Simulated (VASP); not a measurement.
Output of a VASP run:

File OSZICAR:
```
       N       E                     dE             d eps       ncg     rms          rms(c)
DAV:   1     0.587423273748E-02    0.58742E-02   -0.50855E+03  1712   0.987E+02
DAV:   2    -0.187234428191E+02   -0.18729E+02   -0.18556E+02  2656   0.112E+02
DAV:   3    -0.188472196029E+02   -0.12378E+00   -0.12378E+00  1824   0.118E+01
DAV:   4    -0.188473802463E+02   -0.16064E-03   -0.16064E-03  2336   0.453E-01
DAV:   5    -0.188473803308E+02   -0.84498E-07   -0.84498E-07  1776   0.644E-03    0.551E+00
DAV:   6    -0.183588845425E+02    0.48850E+00   -0.37957E-01  1720   0.489E+00    0.328E+00
DAV:   7    -0.181915134880E+02    0.16737E+00   -0.43480E-01  2000   0.530E+00    0.741E-01
DAV:   8    -0.181924029568E+02   -0.88947E-03   -0.16067E-03  1712   0.469E-01    0.336E-02
DAV:   9    -0.181924199343E+02   -0.16977E-04   -0.51212E-05  2432   0.681E-02    0.264E-02
DAV:  10    -0.181924285331E+02   -0.85988E-05   -0.76904E-06  1784   0.321E-02    0.638E-03
DAV:  11    -0.181924284115E+02    0.12157E-06   -0.60707E-08  2112   0.237E-03    0.183E-03
DAV:  12    -0.181924284069E+02    0.46523E-08   -0.93089E-09   864   0.106E-03
   1 F= -.18192428E+02 E0= -.18192428E+02  d E =0.000000E+00
```

### OUTCAR
```
------------------------ aborting loop because EDIFF is reached ----------------------------------------
  FORCE on cell =-STRESS in cart. coord.  units (eV):
  Direction    XX          YY          ZZ          XY          YZ          ZX
  --------------------------------------------------------------------------------------
  Total       -0.0006207     -0.0006207     -0.0006207     -0.0000000      0.0000000      0.0000000
  in kB       -0.0870919     -0.0870919     -0.0870919     -0.0000000      0.0000000      0.0000000
  external PRESSURE =      -0.0870919 kB  Pullay stress =       0.0000000 kB
  volume of cell :       11.42
      direct lattice vectors                 reciprocal lattice vectors
     0.000000000  1.787284537  1.787284537    -0.279754001  0.279754001  0.279754001
     1.787284537  0.000000000  1.787284537     0.279754001 -0.279754001  0.279754001
     1.787284537  1.787284537  0.000000000     0.279754001  0.279754001 -0.279754001
 POSITION                                       TOTAL-FORCE (eV/Angst)
 -----------------------------------------------------------------------------------
      0.00000      0.00000      0.00000        -0.000000     -0.000000     -0.000000
      0.89364      0.89364      0.89364         0.000000      0.000000      0.000000
 -----------------------------------------------------------------------------------
    total drift:                                0.000000      0.000000      0.000000
  FREE ENERGIE OF THE ION-ELECTRON SYSTEM (eV)
  ---------------------------------------------------
  free  energy   TOTEN  =       -18.1924284069 eV

  energy  without entropy=      -18.1924284069  energy(sigma->0) =      -18.19242841

 total charge

# of ion       s       p       d       tot
------------------------------------------
    1        0.827   1.744   0.000   2.571
    2        0.827   1.744   0.000   2.571
--------------------------------------------------
tot          1.654   3.488   0.000   5.141
```
(Selected blocks of OUTCAR.)

### POSCAR
```
C
1
   -0.0000000000     1.7872845365     1.7872845365
    1.7872845365    -0.0000000000     1.7872845365
    1.7872845365     1.7872845365     0.0000000000
C
2
Direct
  0.0000000000   0.0000000000   0.0000000000
  0.2500000000   0.2500000000   0.2500000000
```

Q: Write an INCAR and KPOINTS that could have produced this output.

A: Several could match; the one computed here: the input of the run itself, PW91 GGA, plane waves, VASP's PBE PAW potentials (set 64).

**INCAR**
```
ALGO  =  Normal
EDIFF  =  1E-7
ENCUT  =  520
GGA  =  91
ISIF  =  2
ISMEAR  =  -5
LASPH  =  T
LCHARG  =  T
LORBIT  =  11
LREAL  =  F
LWAVE  =  F
NEDOS  =  601
NELM  =  100
PREC  =  Accurate
SYSTEM  =  C
```

### KPOINTS
```
Automatic mesh
0
Gamma
14 14 14
0 0 0
```

POTCAR, in this order: C (PBE.64 set). Program: vasp_std.

The compound is C in the diamond structure. It was relaxed first.
